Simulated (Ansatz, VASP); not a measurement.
## SrSnP in two plane-wave programs

Aim: how closely do two programs agree when they are given the same cell, functional and k mesh? The cell is taken from a series of VASP runs on this material, whose earlier steps may have relaxed, scaled or displaced it; both programs get it as it stands.

Method: plane waves, with VASP 6.6.1 beside it; single point at PBEsol with D3(BJ), in Ansatz 0.2.0.

## Step 1: Starting point

The structure is tetragonal, space group P4/nmm (No. 129). The conventional cell has a = 4.261 Å, b = 4.261 Å, c = 8.745 Å, α = 90.00°, β = 90.00°, γ = 90.00°. Sr has 5 P at 2.95 to 3.01 Å nearest. Sn has 1 P at 2.44 Å nearest. Nearest to P lie 1 Sn at 2.44 Å and 5 Sr at 2.95 to 3.01 Å. Farther neighbours are not listed.

## Step 2: Ansatz: single point, PBEsol with D3(BJ)

Ansatz runs on its default PAW (the set named soft_2) files.

With cell and atoms fixed, the geometry can't cause a difference; cores, projectors, grids and the points listed under the comparison can.

Contents of input.yaml:

```yaml
crystal:
  lattice:
    - [4.2607008705, 0.0, 0.0]
    - [0.0, 4.2607008705, 0.0]
    - [0.0, 0.0, 8.7452042507]
  atoms:
    - { symbol: Sr, position: [0.0, 0.5, 0.6695562482] }
    - { symbol: Sr, position: [0.5, 0.0, 0.3304437518] }
    - { symbol: Sn, position: [0.5, 0.0, 0.9467962549] }
    - { symbol: Sn, position: [0.0, 0.5, 0.0532037451] }
    - { symbol: P, position: [0.0, 0.5, 0.3320272186] }
    - { symbol: P, position: [0.5, 0.0, 0.6679727814] }
hamiltonian:
  xc: pbesol
  pseudopotentials: { kind: paw }
  dispersion: d3bj
kpoints:
  mp_grid: { grid: [7, 7, 4] }
scf:
  occupations: { method: tetrahedron }
output:
  forces: true
  stress: true
```

Started as:

```sh
> ansatz run input.yaml --threads 4 --pin off --max-ram 9216MiB --backend cpu --events-out ev --progress --plain --runs-dir out
```

Numbers of over 12 decimals in the logs are rounded to 6 here.

What it wrote:

```text
Warning: output.forces, output.stress, relax.cell or npt_langevin: where a Kohn–Sham band that disperses or a degenerate level is filled in part under the method tetrahedron, the forces or the stress that this run publishes need not agree with its energy (scf.occupations.method in the input reference, under Limitations); prefer a smearing scheme for the forces or the stress
Engine: ansatz 0.2.0, aarch64-unknown-linux-gnu
Pseudopotentials: kind: paw
Pseudopotential: Sr, paw, valence charge 10, recommended cutoff 420 eV (normal), Sr.paw.azcp
Pseudopotential: Sn, paw, valence charge 14, recommended cutoff 420 eV (normal), Sn.paw.azcp
Pseudopotential: P, paw, valence charge 5, recommended cutoff 420 eV (normal), P.paw.azcp
Functional definition: PBEsol
  exchange = pbesol_x
  correlation = pbesol_c
Crystal: 6 atoms, lattice volume = 158.757 Å³
Basis set: ecut = 420 eV, 3077 PW (Γ), exchange–correlation on 60×60×120 points (8 copies of the dense FFT grid, shifted against one another)
Bands: 35, of which v1, the nominal top of the filled ones, is band 29 counted from 1 (28 counted from 0)
Symmetry: 16 space group operations
Space group: P4/nmm (ITA 129), of the structure as read, at distance tolerance 5.4e-5 Å
k-points: 30 of 196
Non-local potential: Sr, projectors of the file, l = 0: 3, l = 1: 2, l = 2: 2
Non-local potential: Sn, projectors of the file, l = 0: 2, l = 1: 2, l = 2: 2, l = 3: 2
Non-local potential: P, projectors of the file, l = 0: 2, l = 1: 2, l = 2: 2
PAW form: soft (Blöchl's): semilocal exchange-correlation on the pseudo side does not see the compensation charge
PAW frozen core: Sr, regenerated for the run's functional, and the local potential with it (the file was generated under x = pbe(κ = 0.804, μ = 0.219515), c = pbe(β = 0.066725))
PAW frozen core: Sn, regenerated for the run's functional, and the local potential with it (the file was generated under x = pbe(κ = 0.804, μ = 0.219515), c = pbe(β = 0.066725))
PAW frozen core: P, regenerated for the run's functional, and the local potential with it (the file was generated under x = pbe(κ = 0.804, μ = 0.219515), c = pbe(β = 0.066725))
PAW one-centre angular grid: Sr, 110 points (default); XC on 64 Gauss nodes
PAW one-centre angular grid: Sn, 590 points (default); XC on 64 Gauss nodes
PAW one-centre angular grid: P, 110 points (default); XC on 64 Gauss nodes
Initial density: superposition of atomic densities (neutral atoms: chi_scale 0, normalization atom), corrected by the library's trained network
Initial wavefunctions: pseudopotential atomic-orbital guess
Functional: x = pbesol(κ = 0.804, μ = 0.123457), c = pbesol(β = 0.046)
SCF iter   1: F=—  HF=-20370.780976 eV  |F-HF|=—  |Δ(HF+E_count)|=         —  Δρ=3.59e-3  dr2=3.48e-2  ethr=1.77e-3  ⟨swp⟩=13.9  Hψ=6531  notcnv=0
preconditioner: auto → Kerker (q_TF=auto, 2.307 Å⁻¹)  [metal: no gap  n_scr=38 (ndim 8)  ℏωp=21.7 eV  f_vac=0.000]
SCF iter   2: F=—  HF=-20370.772449 eV  |F-HF|=—  |Δ(HF+E_count)|=   8.53e-3  Δρ=1.90e-3  dr2=9.82e-3  ethr=5.99e-5  ⟨swp⟩=2.9  Hψ=1869  notcnv=0  defer=33
SCF iter   3: F=—  HF=-20370.770203 eV  |F-HF|=—  |Δ(HF+E_count)|=   2.25e-3  Δρ=5.14e-4  dr2=1.21e-3  ethr=1.69e-5  ⟨swp⟩=3.1  Hψ=1639  notcnv=0  defer=33
SCF iter   4: F=—  HF=-20370.770084 eV  |F-HF|=—  |Δ(HF+E_count)|=   1.19e-4  Δρ=2.45e-4  dr2=4.14e-4  ethr=2.08e-6  ⟨swp⟩=3.2  Hψ=2086  notcnv=0  defer=33
SCF iter   5: F=—  HF=-20370.770058 eV  |F-HF|=—  |Δ(HF+E_count)|=   2.57e-5  Δρ=8.42e-5  dr2=7.39e-5  ethr=7.13e-7  ⟨swp⟩=3.9  Hψ=1960  notcnv=0  defer=33
SCF iter   6: F=—  HF=-20370.770060 eV  |F-HF|=—  |Δ(HF+E_count)|=   1.87e-6  Δρ=2.40e-5  dr2=2.93e-6  ethr=1.27e-7  ⟨swp⟩=3.5  Hψ=1475  notcnv=0  defer=33
SCF iter   7: F=—  HF=-20370.770064 eV  |F-HF|=—  |Δ(HF+E_count)|=   4.28e-6  Δρ=7.38e-6  dr2=3.74e-7  ethr=5.06e-9  ⟨swp⟩=3.0  Hψ=1500  notcnv=0  defer=33
SCF iter   8: F=-20370.770066 eV  HF=-20370.770066 eV  |F-HF|=2.80e-9  |Δ(HF+E_count)|=   1.19e-6  Δρ=1.94e-6  dr2=9.90e-9  ethr=1.72e-10  ⟨swp⟩=9.9  Hψ=4691  notcnv=0
SCF 1 converged in 8 iterations: F = -20370.770066 eV  dr2 = 9.90e-9
  greatest PAW one-centre occupation: 0.991 electrons in one spin orbital (limit 2), on the Sn atom at site 3 (counted from 0), in its partial waves of l = 2
SCF converged after 8 iterations
Stability not checked: this state was not tested for a lower state beside it, because cold or Methfessel-Paxton smearing, or corrected tetrahedra, fill the levels in a way that the test cannot read (fill_not_monotonic; see scf.lower_state_search)
Free energy (F): -20370.770066 eV
Harris-Foulkes:  -20370.770066 eV  (|F-HF|=2.80e-9)
Internal energy: -20370.769967 eV  (E = F + TS)
E sigma→0 (E₀):  -20370.770066 eV
Entropy (-TS):   -0.000099 eV (-0.016 meV/atom)
Fermi energy:    8.681486 eV
--- Per-component energies (eV) ---
  E_band       = -360.690010
  E_kinetic    = 1009.841659
  E_local      = -3771.000457  (includes V_loc(G=0)·N_el)
  E_nonlocal   = 414.915024
  E_hartree    = 1718.482727
  E_xc         = -1226.149969
  E_vxc        = -641.451957  (∫ρ·V_xc dr)
  E_paw        = -14528.768064  (= ΣΔE_a)
  E_vpaw       = -809.958616  (= ΣTr[D̂ρ^β])
  E_aug_tail   = 0.000003  (compensation charges beyond the density's cutoff)
  E_ewald      = -3986.880268
  E_disp       = -2.141188  (pairwise vdW)
  E_core_change = 0.930566  (= ΣΔE_core)
  E_smearing   = -0.000099  (= −TS)
  E_closure    = -0.000000  (closes the sum)
  Σ components = -20370.770066   (vs F -20370.770066, Δ=0.00e0)
--- Forces (eV/Å), atoms counted from 1 ---
  atom   1  Sr     0.00000000     0.00000000    -0.00127079
  atom   2  Sr     0.00000000     0.00000000     0.00127079
  atom   3  Sn     0.00000000     0.00000000     0.06920985
  atom   4  Sn     0.00000000     0.00000000    -0.06920985
  atom   5  P      0.00000000     0.00000000     0.01337799
  atom   6  P      0.00000000     0.00000000    -0.01337799
  max |Σ_I F_I| component: 1.08e-19 eV/Å
--- Stress (GPa, compression-positive) ---
       -0.184933       0.000000       0.000000
        0.000000      -0.184933       0.000000
        0.000000       0.000000       0.246805
  P = ⅓ Tr σ = -0.0410 GPa (-0.410 kbar)
--- Band table (eV; the first three rows and the last of 30) ---
  k-point 0: bands = [... 25 lower, 7.2076, 8.2011, 8.2011, 8.6347, 8.6347, 9.6091, 10.6637, 11.4399, ... 2 higher]
  k-point 1: bands = [... 25 lower, 7.3736, 8.0335, 8.0335, 8.9576, 8.9576, 9.6634, 10.2852, 10.5156, ... 2 higher]
  k-point 2: bands = [... 25 lower, 7.5342, 7.9395, 7.9395, 9.2483, 9.2483, 9.3385, 9.7344, 10.3640, ... 2 higher]
  k-point 29: bands = [... 25 lower, 6.6852, 6.7514, 6.8755, 8.0231, 8.1402, 9.4632, 9.6972, 10.9680, ... 2 higher]
```

Run time: 2.4 s. Hardware: 4 threads of Arm Neoverse V2, shared host; peak memory 0.54 GiB.

The run ends at a pressure of -0.04 GPa, with forces up to 0.069 eV/Å.

## Step 3: VASP: single point, PBEsol with D3(BJ)

The same cell, functional, mesh and smearing now go to VASP, with its own data sets and cutoff.

Lines of VASP's logs that name or quote its potential files are left out, and so is its time.

Contents of INCAR:

```
SYSTEM = SrSnP
PREC = Accurate
ENCUT = 400
EDIFF = 1E-06
NELM = 100
ISMEAR = -5
SIGMA = 0.05
LREAL = .FALSE.
ALGO = Normal
GGA = PS
IVDW = 12
NBANDS = 45
LORBIT = 11
LWAVE = .FALSE.
LCHARG = .FALSE.
KPAR = 4
NEDOS = 2001
```

Contents of POSCAR:

```
SrSnP
1.0
    4.2607008705      0.0000000000      0.0000000000
    0.0000000000      4.2607008705      0.0000000000
    0.0000000000      0.0000000000      8.7452042507
Sr Sn P
2 2 2
Direct
    0.0000000000      0.5000000000      0.6695562482
    0.5000000000      0.0000000000      0.3304437518
    0.5000000000      0.0000000000      0.9467962549
    0.0000000000      0.5000000000      0.0532037451
    0.0000000000      0.5000000000      0.3320272186
    0.5000000000      0.0000000000      0.6679727814
```

Contents of KPOINTS:

```
Automatic mesh
0
Gamma
7 7 4
0 0 0
```

The projector-augmented-wave data sets are Sr_sv, Sn_d and P (PBE family, release 64).

Started as:

```sh
> mpirun -np 4 vasp_std
```

What it wrote:

```text
[banner, memory and clock lines left out]
running    4 mpi-ranks, on    1 nodes
 distrk:  each k-point on    1 cores,    4 groups
 distr:  one band on    1 cores,    1 groups

 POSCAR found type information on POSCAR SrSnP
 POSCAR found :  3 types and       6 ions
|                                                                             |
|               ----> ADVICE to this user running VASP <----                  |
|                                                                             |
|     You enforced a specific xc type in the INCAR file but a different       |
|     [... a line on the potential file left out ...]
|     I HOPE YOU KNOW WHAT YOU ARE DOING!                                     |
|                                                                             |

 LDA part: xc-table for (Slater+PW92), standard interpolation
 POSCAR, INCAR and KPOINTS ok, starting setup
 FFT: planning ... GRIDC
 FFT: planning ... GRID_SOFT
 FFT: planning ... GRID
 WAVECAR not read
 entering main loop
       N       E                     dE             d eps       ncg     rms          rms(c)
DAV:   1     0.501698418216E+03    0.50170E+03   -0.22522E+04  2820   0.127E+03
DAV:   2     0.420463637051E+02   -0.45965E+03   -0.43593E+03  2724   0.391E+02
DAV:   3    -0.259401528093E+02   -0.67987E+02   -0.66585E+02  3590   0.134E+02
DAV:   4    -0.297096879336E+02   -0.37695E+01   -0.37324E+01  3960   0.305E+01
DAV:   5    -0.298794152478E+02   -0.16973E+00   -0.16925E+00  4518   0.544E+00    0.300E+01
DAV:   6    -0.282489398676E+02    0.16305E+01   -0.30974E+00  3812   0.860E+00    0.181E+01
DAV:   7    -0.282837611396E+02   -0.34821E-01   -0.15661E+00  3464   0.428E+00    0.298E+00
DAV:   8    -0.282344285317E+02    0.49333E-01   -0.51917E-01  3541   0.256E+00    0.111E+00
DAV:   9    -0.282316222980E+02    0.28062E-02   -0.77283E-02  3414   0.994E-01    0.375E-01
DAV:  10    -0.282307186248E+02    0.90367E-03   -0.81854E-03  3889   0.405E-01    0.181E-01
DAV:  11    -0.282308385354E+02   -0.11991E-03   -0.14251E-03  3518   0.137E-01    0.706E-02
DAV:  12    -0.282309024963E+02   -0.63961E-04   -0.30106E-04  3974   0.747E-02    0.325E-02
DAV:  13    -0.282308767787E+02    0.25718E-04   -0.57536E-05  3044   0.259E-02    0.580E-03
DAV:  14    -0.282308886780E+02   -0.11899E-04   -0.56972E-06  3235   0.986E-03    0.227E-03
DAV:  15    -0.282308862310E+02    0.24471E-05   -0.88312E-07  1901   0.452E-03    0.113E-03
DAV:  16    -0.282308862471E+02   -0.16096E-07   -0.18283E-07  1745   0.241E-03
   1 F= -.30371386E+02 E0= -.30371386E+02  d E =0.000000E+00
|                                                                             |
|           W    W    AA    RRRRR   N    N  II  N    N   GGGG   !!!           |
|           W    W   A  A   R    R  NN   N  II  NN   N  G    G  !!!           |
|           W    W  A    A  R    R  N N  N  II  N N  N  G       !!!           |
|           W WW W  AAAAAA  RRRRR   N  N N  II  N  N N  G  GGG   !            |
|           WW  WW  A    A  R   R   N   NN  II  N   NN  G    G                |
|           W    W  A    A  R    R  N    N  II  N    N   GGGG   !!!           |
|                                                                             |
|     Tetrahedron method does not include variations of the Fermi             |
|     occupations, so forces and stress will be inaccurate. We suggest        |
|     using a different smearing scheme ISMEAR = 1 or 2 for metals in         |
|     relaxations.                                                            |
|                                                                             |
```

OUTCAR, selected parts (step 3):

```text
ion  position               nearest neighbor table
   1  0.000  0.500  0.670-   5 2.95   6 3.01   6 3.01   6 3.01   6 3.01   4 3.36   3 3.87   3 3.87
                             3 3.87   3 3.87   2 4.23   2 4.23   2 4.23   2 4.23
   2  0.500  0.000  0.330-   6 2.95   5 3.01   5 3.01   5 3.01   5 3.01   3 3.36   4 3.87   4 3.87
                             4 3.87   4 3.87   1 4.23   1 4.23   1 4.23   1 4.23
   3  0.500  0.000  0.947-   6 2.44   4 3.15   4 3.15   4 3.15   4 3.15   2 3.36   1 3.87   1 3.87
                             1 3.87   1 3.87
   4  0.000  0.500  0.053-   5 2.44   3 3.15   3 3.15   3 3.15   3 3.15   1 3.36   2 3.87   2 3.87
                             2 3.87   2 3.87
   5  0.000  0.500  0.332-   4 2.44   1 2.95   2 3.01   2 3.01   2 3.01   2 3.01
   6  0.500  0.000  0.668-   3 2.44   2 2.95   1 3.01   1 3.01   1 3.01   1 3.01

  LATTYP: Found a simple tetragonal cell.
 ALAT       =     4.2607008705
 C/A-ratio  =     2.0525271584

 Subroutine GETGRP returns: Found 16 space group operations
 (whereof  8 operations were pure point group operations)

The static configuration has the point symmetry D_2d.
 The point group associated with its full space group is D_4h.

 Found     30 irreducible k-points:

   k-points           NKPTS =     30   k-points in BZ     NKDIM =     30   number of bands    NBANDS=     45

   dimension x,y,z NGX =    28 NGY =   28 NGZ =   60
   dimension x,y,z NGXF=    56 NGYF=   56 NGZF=  120

   ENCUT  =  400.0 eV  29.40 Ry    5.42 a.u.   6.95  6.95 14.26*2*pi/ulx,y,z

   NELECT =      58.0000    total number of electrons

 k-points in reciprocal lattice and weights: Automatic mesh
   0.00000000  0.00000000  0.00000000       0.005
   0.14285714  0.00000000  0.00000000       0.020
   0.28571429  0.00000000  0.00000000       0.020
   0.42857143  0.00000000  0.00000000       0.020
   0.14285714  0.14285714  0.00000000       0.020
   0.28571429  0.14285714  0.00000000       0.041
   0.42857143  0.14285714  0.00000000       0.041
   0.28571429  0.28571429  0.00000000       0.020
   0.42857143  0.28571429  0.00000000       0.041
[...]
0.42857143  0.28571429  0.50000000       0.041
   0.42857143  0.42857143  0.50000000       0.020

 average (electrostatic) potential at core
       1 -35.2247       2 -35.2247       3-101.7715       4-101.7715       5 -82.4393
       6 -82.4393

 E-fermi :   5.0879

 k-point     1 :       0.0000    0.0000    0.0000
  band No.  band energies     occupation
    ...
     25       3.3752      2.00000
     26       3.6156      2.00000
     27       4.6150      2.00000
     28       4.6150      2.00000
     29       5.0419      1.45223
     30       5.0419      0.19812
     31       6.0034      0.00000
     32       7.0596      0.00000
     33       7.8556      0.00000
     34       8.7032      0.00000
    ...

 k-point     2 :       0.1429    0.0000    0.0000
  band No.  band energies     occupation
    ...
     25       3.4180      2.00000
     26       4.0084      2.00000
     27       4.0680      2.00000
     28       4.3418      2.00000
     29       4.9875      1.71463
     30       5.1076      0.03389
     31       6.6246      0.00000
     32       7.5272      0.00000
     33       7.7589      0.00000
     34       9.0167      0.00000
    ...

 k-point     3 :       0.2857    0.0000    0.0000
  band No.  band energies     occupation
    ...
     25       3.3520      2.00000
     26       3.3857      2.00000
     27       3.4189      2.00000
     28       3.8423      2.00000
     29       5.1811      1.02395
     30       5.7290      0.00000
     31       7.4071      0.00000
     32       7.8067      0.00000
     33       8.1182      0.00000
     34       8.4371      0.00000
    ...

 Edisp (eV)   -2.14050

  Total      -0.06005    -0.06005     0.24562     0.00000     0.00000     0.00000
  in kB      -0.60602    -0.60602     2.47880     0.00000     0.00000     0.00000
  external pressure =        0.42 kB  Pullay stress =        0.00 kB

  energy-cutoff  :      400.00
  volume of cell :      158.76
      direct lattice vectors                 reciprocal lattice vectors
     4.260700871  0.000000000  0.000000000     0.234703170  0.000000000  0.000000000
     0.000000000  4.260700871  0.000000000     0.000000000  0.234703170  0.000000000
     0.000000000  0.000000000  8.745204251     0.000000000  0.000000000  0.114348387

 POSITION                                       TOTAL-FORCE (eV/Angst)
 -----------------------------------------------------------------------------------
      0.00000      2.13035      5.85541         0.000000      0.000000      0.009330
      2.13035      0.00000      2.88980         0.000000     -0.000000     -0.009330
      2.13035      0.00000      8.27993        -0.000000     -0.000000      0.055610
      0.00000      2.13035      0.46528         0.000000     -0.000000     -0.055610
      0.00000      2.13035      2.90365         0.000000     -0.000000     -0.008442
      2.13035      0.00000      5.84156         0.000000     -0.000000      0.008442
 -----------------------------------------------------------------------------------
    total drift:                                0.000000      0.000000     -0.000000

  FREE ENERGIE OF THE ION-ELECTRON SYSTEM (eV)
  ---------------------------------------------------
  free  energy   TOTEN  =       -30.3713855441 eV

  energy  without entropy=      -30.3713855441  energy(sigma->0) =      -30.37138554

 total charge
# of ion       s       p       d       tot
------------------------------------------
    1        2.015   5.752   0.255   8.022
    2        2.015   5.752   0.255   8.022
    3        1.203   1.102   9.990  12.295
    4        1.203   1.102   9.990  12.295
    5        1.040   1.498   0.000   2.539
    6        1.040   1.498   0.000   2.539
--------------------------------------------------
tot          8.516  16.705  20.490  45.711

[... 3 further parts left out ...]
```

The run ends at a pressure of 0.04 GPa, with forces up to 0.056 eV/Å.

## Step 4: Differences

Known differences besides the potentials themselves: the cutoff is 420 eV in Ansatz and 400 eV in VASP; Ansatz makes its cores anew for this functional, VASP keeps those of its PBE data sets; VASP leaves aspherical gradient terms in its spheres out (LASPH is not set), Ansatz keeps them. Total energies have different zeros and are not compared.

The two programs side by side:

```csv
quantity,Ansatz,VASP,difference
pressure (GPa),-0.04,0.04,-0.08
```

At this near-relaxed geometry the largest component of a force difference is 22 meV/Å. Ansatz's pressure holds a Pulay correction of 0.02 GPa; VASP's holds none.

## Step 5: Summary of results

* difference in pressure (single point, PBEsol with D3(BJ)): -0.083 GPa
* r.m.s. force difference (single point, PBEsol with D3(BJ)): 9.3 meV/Å

What this shows: The r.m.s. force difference is 9.3 meV/Å (single point, PBEsol with D3(BJ)), within the 12 meV/Å picked in this series as the mark of a large difference. How closely two codes agree says nothing of how well the functional describes the real material.

[Lines on the potential files, build, host, timing and source positions are cut from VASP's logs without a mark.]

[Logs are printed without paths, hosts, clocks, repeated set-up lines and the standing remarks that a program may print on its own settings, such as how far it seeks lower states.]

[Hosts, paths, dates, database ids (printed as entryN), source tags and the programs' standing remarks are cut or masked in the printed files.]
